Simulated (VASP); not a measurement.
# TlGaSe2 in VASP: a series of runs, part 2 of 2

VASP 6.6.1.

**3. Single point, PBE**

File INCAR:

```
PREC = Accurate
ENCUT = 520
EDIFF = 1E-6
ISMEAR = -1
SIGMA = 0.05
LREAL = F
LASPH = T
NELM = 100
ALGO = Fast
ISIF = 2
LWAVE = F
LCHARG = F
GGA = PE
NBANDS = 48
```

File KPOINTS:

```
regular mesh
0
Gamma
  3 3 2
```

File POSCAR:

```
TlGaSe2
1.0
    5.5964630000     -0.4603400000      0.5447810000
    0.4998650000      5.7202110000      0.3481020000
   -0.4848940000      1.1761940000      6.5808490000
Tl Ga Se
2 2 4
Direct
    0.8688393712      0.6280289505      0.9217088380
    0.3575205257      0.4130814423      0.1922777949
    0.2803895025      0.8613396757      0.3724443552
    0.4447691403      0.9752388303      0.8913139681
    0.3236980092      0.4318077695      0.7370693852
    0.8366580979      0.4851179024      0.3793025874
    0.7362311183      0.9402866431      0.5386880346
    0.9146281349      0.0920590150      0.0757765514
```

Potentials or basis: VASP PAW PBE potentials, release 64 (Tl_d, Ga_d, Se).

Command:

```
cat potpaw_PBE.64/Tl_d/POTCAR potpaw_PBE.64/Ga_d/POTCAR potpaw_PBE.64/Se/POTCAR > POTCAR
mpirun -np 1 vasp_std > vasp.out
```

OUTCAR:

```text
PREC = Accurate
   ENCUT = 520
   EDIFF = 1E-6
   ISMEAR = -1
   LREAL = F
   LASPH = T
   NELM = 100
   ISIF = 2
   GGA = PE

 ion  position               nearest neighbor table
   1  0.869  0.628  0.922-   7 2.88   6 2.99   8 3.03   4 3.08   8 3.09   5 3.15   2 3.38   2 3.48

   2  0.358  0.413  0.192-   5 3.04   6 3.06   3 3.11   3 3.16   6 3.24   8 3.32   1 3.38   4 3.44
                             1 3.48
   3  0.280  0.861  0.372-   2 3.11   2 3.16
[... 716 lines left out ...]
  Total       -1.0150248     -0.7892654     -0.2108656      0.3765688     -0.8390834      1.0606638
  in kB       -7.6780752     -5.9703362     -1.5950764      2.8485252     -6.3471799      8.0233072
  external PRESSURE =      -5.0811626 kB  Pullay stress =       0.0000000 kB

 VOLUME and BASIS-vectors are now :
 -----------------------------------------------------------------------------
  energy-cutoff  :      520.00
  volume of cell :      211.80
      direct lattice vectors                 reciprocal lattice vectors
     5.596463000 -0.460340000  0.544781000     0.175796240 -0.016327939  0.015871412
     0.499865000  5.720211000  0.348102000     0.017328237  0.175131615 -0.030024454
    -0.484894000  1.176194000  6.580849000    -0.015469500 -0.007912127  0.152230378

 POSITION                                       TOTAL-FORCE (eV/Angst)
 -----------------------------------------------------------------------------------
      4.72943      4.27660      6.75757         0.304157     -0.281721     -0.169381
      2.11410      2.42449      1.60392        -0.063263     -0.170638      0.290004
      1.81915      5.23604      2.90358        -0.203722     -0.212857      0.136818
      2.54443      6.42219      6.44739         0.055656      0.556283     -0.065889
      1.67001      3.18796      5.17720        -0.081203      0.028896      0.004003
      4.74090      2.83596      3.12080        -0.023108      0.065334      0.299695
      4.32910      5.67332      4.27342         0.260619      0.147195     -0.372502
      5.12796      0.19468      1.02899        -0.249137     -0.132493     -0.122748
 -----------------------------------------------------------------------------------
    total drift:                               -0.000615     -0.000399      0.001485

  FREE ENERGIE OF THE ION-ELECTRON SYSTEM (eV)
  ---------------------------------------------------
  free  energy   TOTEN  =       -23.4261353072 eV

  energy  without entropy=      -23.3649525896  energy(sigma->0) =      -23.39554395
```

OSZICAR:

```text
N       E                     dE             d eps       ncg     rms          rms(c)
DAV:   1     0.646814446235E+03    0.64681E+03   -0.34370E+04  1096   0.186E+03
DAV:   2     0.621276267990E+02   -0.58469E+03   -0.56347E+03  1080   0.537E+02
DAV:   3    -0.199266757920E+02   -0.82054E+02   -0.79821E+02  1128   0.144E+02
DAV:   4    -0.239176082878E+02   -0.39909E+01   -0.39522E+01  1184   0.339E+01
DAV:   5    -0.239995035539E+02   -0.81895E-01   -0.81815E-01  1080   0.484E+00    0.724E+00
RMM:   6    -0.234787371130E+02    0.52077E+00   -0.99501E-01  1339   0.363E+00    0.484E+00
RMM:   7    -0.234475099891E+02    0.31227E-01   -0.21994E-01  1526   0.172E+00    0.300E+00
RMM:   8    -0.234280188087E+02    0.19491E-01   -0.68137E-02  1377   0.903E-01    0.110E+00
RMM:   9    -0.234270262182E+02    0.99259E-03   -0.16616E-02  1411   0.524E-01    0.216E-01
RMM:  10    -0.234260077742E+02    0.10184E-02   -0.32808E-03  1540   0.236E-01    0.107E-01
RMM:  11    -0.234260657164E+02   -0.57942E-04   -0.91903E-04  1387   0.106E-01    0.537E-02
RMM:  12    -0.234261196051E+02   -0.53889E-04   -0.23902E-04  1475   0.573E-02    0.232E-02
RMM:  13    -0.234261321424E+02   -0.12537E-04   -0.64873E-05  1367   0.300E-02    0.129E-02
RMM:  14    -0.234261346585E+02   -0.25161E-05   -0.26323E-05  1160   0.163E-02    0.201E-03
RMM:  15    -0.234261353072E+02   -0.64872E-06   -0.77502E-06   942   0.960E-03
   1 F= -.23426135E+02 E0= -.23395544E+02  d E =-.611827E-01
```

Wall time 71 s (1 thread of Intel Xeon 6975P-C (Granite Rapids), shared host); peak memory 0.35 GiB.

What came out:

| Property | Result |
| --- | --- |
| Free energy | -23.4261 eV |
| Pressure | -0.5 GPa |
| Largest force | 0.563 eV/Å |
| Band gap on the k mesh | none (metal or under the smearing width) |

Forces on the atoms (eV/Å):
```
Tl   0.304 -0.282 -0.169
Tl  -0.063 -0.171  0.290
Ga  -0.204 -0.213  0.137
Ga   0.056  0.556 -0.066
Se  -0.081  0.029  0.004
Se  -0.023  0.065  0.300
Se   0.261  0.147 -0.373
Se  -0.249 -0.132 -0.123
```

Stress tensor (GPa, compression positive):
```
-0.77  0.28  0.80
 0.28 -0.60 -0.63
 0.80 -0.63 -0.16
```

Levels at points of the mesh, in eV from the Fermi level:
| k point | band 34 | band 35 | band 36 | band 37 | band 38 | band 39 | band 40 | band 41 | band 42 | band 43 |
| --- | --- | --- | --- | --- | --- | --- | --- | --- | --- | --- |
| (0.00, 0.00, 0.00) | -1.73 | -1.55 | -1.49 | -0.63 | -0.33 | -0.01 | 0.70 | 0.99 | 1.64 | 2.37 |
| (0.00, 0.00, 0.50) | -1.93 | -1.18 | -0.88 | -0.68 | -0.36 | 0.38 | 0.47 | 0.81 | 2.29 | 2.61 |

Caveat: the k mesh is coarse (spacing up to 0.48 Å⁻¹), so the values aren't converged.

**4. Single point, PBE**

File INCAR:

```
SYSTEM = TlGaSe2
PREC = Accurate
ENCUT = 520
EDIFF = 1E-7
ISMEAR = -1
SIGMA = 0.05
LREAL = .False.
LASPH = .True.
NELM = 100
ALGO = Fast
ISIF = 2
LWAVE = .False.
LCHARG = .True.
GGA = PE
LELF = .True.
LVHAR = .True.
NBANDS = 48
```

File KPOINTS:

```
Automatic mesh
0
Gamma
  3 3 2
  0 0 0
```

File POSCAR:

```
TlGaSe2
1.0
    5.5964630000     -0.4603400000      0.5447810000
    0.4998650000      5.7202110000      0.3481020000
   -0.4848940000      1.1761940000      6.5808490000
Tl Ga Se
2 2 4
Direct
    0.8638334064      0.6281999693      0.9191057730
    0.3598640750      0.4151889008      0.1939524524
    0.2783457220      0.8599440730      0.3776690952
    0.4510130650      0.9878827666      0.8889983169
    0.3171664532      0.4206889882      0.7467446927
    0.8445007093      0.4871336559      0.3676350664
    0.7324298084      0.9306107004      0.5470000467
    0.9203004984      0.0950098633      0.0692910065
```

Command:

```
cat potpaw_PBE.64/Tl_d/POTCAR potpaw_PBE.64/Ga_d/POTCAR potpaw_PBE.64/Se/POTCAR > POTCAR
mpirun -np 1 vasp_std > vasp.out
```

Run time: 84 s. Hardware: 1 thread of Intel Xeon 6975P-C (Granite Rapids), shared host; peak memory 0.35 GiB.

It converged, with:

- Free energy: -23.3994 eV
- Pressure: -0.1 GPa
- Largest force: 0.475 eV/Å
- Band gap on the k mesh: none (metal or under the smearing width)

Forces in eV/Å, atoms in the order of the input:
```
Tl   0.334 -0.297 -0.018
Tl  -0.081 -0.141  0.361
Ga  -0.226 -0.172  0.052
Ga   0.077  0.341  0.067
Se  -0.080  0.185 -0.151
Se   0.057  0.099  0.189
Se   0.232  0.168 -0.379
Se  -0.314 -0.183 -0.120
```

Stress tensor (GPa, compression positive):
```
-0.55  0.12  0.73
 0.12  0.35 -0.82
 0.73 -0.82  0.04
```

Levels at points of the mesh, in eV from the Fermi level:
| k point | band 35 | band 36 | band 37 | band 38 | band 39 | band 40 | band 41 | band 42 |
| --- | --- | --- | --- | --- | --- | --- | --- | --- |
| (0.00, 0.00, 0.00) | -1.63 | -1.52 | -0.58 | -0.27 | 0.03 | 0.56 | 1.05 | 1.62 |
| (0.00, 0.00, 0.50) | -1.19 | -0.89 | -0.67 | -0.42 | 0.38 | 0.53 | 0.64 | 2.28 |

Caveat: the k mesh is coarse (spacing up to 0.48 Å⁻¹), so the values aren't converged. The run has no spin-orbit coupling, so splittings on Tl are missing.

**5. Molecular dynamics, PBE**

File INCAR:

```
SYSTEM = TlGaSe2
PREC = Accurate ; ENCUT = 520
EDIFF = 1E-5 ; ISMEAR = -1
SIGMA = 0.05 ; LREAL = .FALSE.
LASPH = .TRUE. ; NELM = 100
ALGO = Fast ; ISIF = 2
LWAVE = .FALSE. ; LCHARG = .FALSE.
GGA = PE ; IBRION = 0
NSW = 20 ; POTIM = 1.5
TEBEG = 2000.0 ; TEEND = 2000.0
ISYM = 0 ; NELMIN = 4
RANDOM_SEED = 802185 0 0 ; MDALGO = 1
ANDERSEN_PROB = 0.0
```

File KPOINTS:

```
Automatic mesh
0
G
  3 3 2
  0 0 0
```

File POSCAR:

```
TlGaSe2
1.0
    5.5964630000     -0.4603400000      0.5447810000
    0.4998650000      5.7202110000      0.3481020000
   -0.4848940000      1.1761940000      6.5808490000
Tl Ga Se
2 2 4
Direct
    0.8812610000      0.6270700000      0.9272600000
    0.3520390000      0.4075190000      0.1890360000
    0.2839910000      0.8624880000      0.3615510000
    0.4301780000      0.9503840000      0.8957790000
    0.3384410000      0.4578250000      0.7147870000
    0.8181820000      0.4803970000      0.4083750000
    0.7465080000      0.9645480000      0.5169980000
    0.8998260000      0.0843090000      0.0903750000
```

Potentials or basis: VASP PAW PBE potentials, release 64 (Tl_d, Ga_d, Se).

Command:

```
cat potpaw_PBE.64/Tl_d/POTCAR potpaw_PBE.64/Ga_d/POTCAR potpaw_PBE.64/Se/POTCAR > POTCAR
mpirun -np 1 vasp_std > vasp.out
```

OUTCAR:

```text
SYSTEM = TlGaSe2
   PREC = Accurate
   ENCUT = 520
   EDIFF = 1E-5
   ISMEAR = -1
   LREAL = .FALSE.
   LASPH = .TRUE.
   NELM = 100
   ISIF = 2
   GGA = PE
   IBRION = 0
   NSW = 20
   POTIM = 1.5
   TEBEG = 2000.0
   ISYM = 0
   NELMIN = 4

 ion  position               nearest neighbor table
   1  0.881  0.627  0.927-   8 3.07   8 3.07   7 3.08   4 3.12   6 3.16   5 3.18   2 3.28   2 3.55

   2  0.352  0.408  0.189-   6 3.10   3 3.11   3 3.11   5 3.13   1 3.28   4 3.32   8 3.33   6 3.40
                             1 3.55
   3  0.284  0.862  0.362-   2 3.11   2 3.11
   4  0.430  0.950  0.896-   1 3.12   2 3.32
   5  0.338  0.458  0.715-   2 3.13   1 3.18
   6  0.818  0.480  0.408-   2 3.10   1 3.16   2 3.40
   7  0.747  0.965  0.517-   1 3.08
   8  0.900  0.084  0.090-   1 3.07   1 3.07   2 3.33

IMPORTANT INFORMATION: All symmetrisations will be switched off!
NOSYMM: (Re-)initialisation of all symmetry stuff for point group C_1.

----------------------------------------------------------------------------------------

                                     Primitive cell

  volume of cell :     211.8044

  direct lattice vectors                    reciprocal lattice vectors
[... 143 lines left out ...]
  Total       -0.7637463     -2.1968099     -0.1753959      0.3400307     -0.2000153      1.5492585
  in kB       -5.7772985    -16.6175951     -1.3267682      2.5721357     -1.5130000     11.7192439
  external PRESSURE =      -7.9072206 kB  Pullay stress =       0.0000000 kB
[... 133 lines left out ...]
  ENERGY OF THE ELECTRON-ION-THERMOSTAT SYSTEM (eV)
  ---------------------------------------------------
% ion-electron   TOTEN  =       -23.500897  see above
  kinetic energy EKIN   =         1.830591
  kin. lattice  EKIN_LAT=         0.000000  (temperature 2023.14 K)
  nose potential ES     =         0.000000
  nose kinetic   EPS    =         0.000000
  ---------------------------------------------------
  total energy   ETOTAL =       -21.670306 eV

[... ionic steps 4 to 17 ...]

--------------------------------------- Ionic step       18  -------------------------------------------

 number of electron      75.9999994 magnetization

------------------------ aborting loop because EDIFF is reached ----------------------------------------
[... 99 lines left out ...]
--------------------------------------- Ionic step       20  -------------------------------------------

 number of electron      76.0000008 magnetization

 Free energy of the ion-electron system (eV)
  ---------------------------------------------------
  ext. energy  EPLUGINS =         0.00000000
  ---------------------------------------------------
  free energy    TOTEN  =       -23.63472529 eV

  energy without entropy =      -23.57903824  energy(sigma->0) =      -23.60688176

 E-fermi :   3.7124     XC(G=0):  -9.5581

 val. band max:        3.7063452742   @ k =   0.3333  -0.0000   0.0000
 cond. band min:       3.7236426763   @ k =   0.3333  -0.0000   0.5000
 fundamental gap:      0.0172974021
 Fermi energy:         3.7124052553

 k-point     1 :       0.0000    0.0000    0.0000
  band No.  band energies     occupation
      1     -10.9793      2.00000
      2     -10.9577      2.00000
      3     -10.9414      2.00000
      4     -10.9303      2.00000
      5     -10.9046      2.00000
      6     -10.8287      2.00000
[... 510 lines left out ...]
  ENERGY OF THE ELECTRON-ION-THERMOSTAT SYSTEM (eV)
  ---------------------------------------------------
% ion-electron   TOTEN  =       -23.634725  see above
  kinetic energy EKIN   =         1.966814
  kin. lattice  EKIN_LAT=         0.000000  (temperature 2173.69 K)
  nose potential ES     =         0.000000
  nose kinetic   EPS    =         0.000000
  ---------------------------------------------------
  total energy   ETOTAL =       -21.667911 eV
```

CONTCAR:

```text
TlGaSe2
   1.00000000000000
     5.5964630000000000   -0.4603400000000000    0.5447810000000000
     0.4998650000000000    5.7202109999999999    0.3481020000000000
    -0.4848940000000000    1.1761940000000000    6.5808489999999997
  Tl              Ga              Se
     2     2     4
Direct
     0.8624985615553861    0.6160131795030171    0.9245365063081815
     0.3651788712568584    0.4050571775538770    0.1938312020756709
     0.2830471948345167    0.8400184120131112    0.3819362706767327
     0.4050784780094174    0.9901990974647155    0.8648493884899048
     0.3504292421425885    0.4416119841125610    0.7126530611729560
     0.8374188106371154    0.4831694490441330    0.4349965066174176
     0.7175141093281799    0.9811410465725251    0.5332039841906867
     0.9351449794971773    0.1008317898679220    0.0536298689464024

 -0.37829075E-02 -0.20892667E-02 -0.13301028E-02
  0.24432184E-02 -0.62798316E-03  0.14499686E-02
 -0.13047053E-02 -0.42315371E-02  0.45683018E-02
 -0.34501398E-02  0.80617320E-02 -0.71525351E-02
  0.19663911E-02 -0.31759893E-02 -0.21246419E-03
  0.28495839E-02  0.94428057E-03  0.70324752E-02
 -0.50350845E-02  0.53884408E-02  0.28901307E-02
  0.78853677E-02  0.49446922E-03 -0.77384809E-02

           1
   1.50000000000000
  0.10000000E+01  0.00000000E+00  0.00000000E+00  0.00000000E+00
  0.86152053E+00  0.61542591E+00  0.92434536E+00
  0.36587303E+00  0.40489041E+00  0.19411306E+00
  0.28291555E+00  0.83866714E+00  0.38305992E+00
  0.40380097E+00  0.99254934E+00  0.86320052E+00
  0.35102050E+00  0.44083834E+00  0.71259661E+00
  0.83831453E+00  0.48317486E+00  0.43652501E+00
[... 16 lines left out ...]
  0.00000000E+00  0.00000000E+00  0.00000000E+00
  0.00000000E+00  0.00000000E+00  0.00000000E+00
```

It took 7.2 min on 1 thread of Intel Xeon 6975P-C (Granite Rapids), shared host; peak memory 0.47 GiB.

The path:
| step | potential energy change (eV) | largest force (eV/Å) | pressure (GPa) | volume (Å³) | temperature (K) |
| --- | --- | --- | --- | --- | --- |
| 1 | 0.0000 | 0.6643 | -0.79 | 211.80 | 2005 |
| 2 | -0.0086 | 0.6486 | -0.84 | 211.80 | 2014 |
| 3 | -0.0173 | 0.6379 | -0.91 | 211.80 | 2023 |
| 4 | -0.0261 | 0.6439 | -0.91 | 211.80 | 2033 |
| 5 | -0.0351 | 0.6411 | -0.95 | 211.80 | 2043 |
| 6 | -0.0444 | 0.6314 | -0.97 | 211.80 | 2053 |
| 7 | -0.0537 | 0.6192 | -0.97 | 211.80 | 2064 |
| 8 | -0.0631 | 0.6067 | -0.98 | 211.80 | 2074 |
| 9 | -0.0724 | 0.5935 | -0.99 | 211.80 | 2085 |
| 10 | -0.0815 | 0.6010 | -0.99 | 211.80 | 2095 |
| 11 | -0.0905 | 0.6175 | -0.97 | 211.80 | 2105 |
| 12 | -0.0992 | 0.6345 | -0.96 | 211.80 | 2115 |
| 13 | -0.1075 | 0.6519 | -0.94 | 211.80 | 2124 |
| 14 | -0.1154 | 0.6696 | -0.91 | 211.80 | 2133 |
| 15 | -0.1228 | 0.6872 | -0.88 | 211.80 | 2142 |
| 16 | -0.1298 | 0.7050 | -0.84 | 211.80 | 2149 |
| 17 | -0.1361 | 0.7226 | -0.79 | 211.80 | 2157 |
| 18 | -0.1419 | 0.7401 | -0.74 | 211.80 | 2163 |
| 19 | -0.1469 | 0.7575 | -0.68 | 211.80 | 2169 |
| 20 | -0.1511 | 0.7750 | -0.62 | 211.80 | 2174 |

Caveat: the k mesh is coarse (spacing up to 0.48 Å⁻¹), so the values aren't converged.
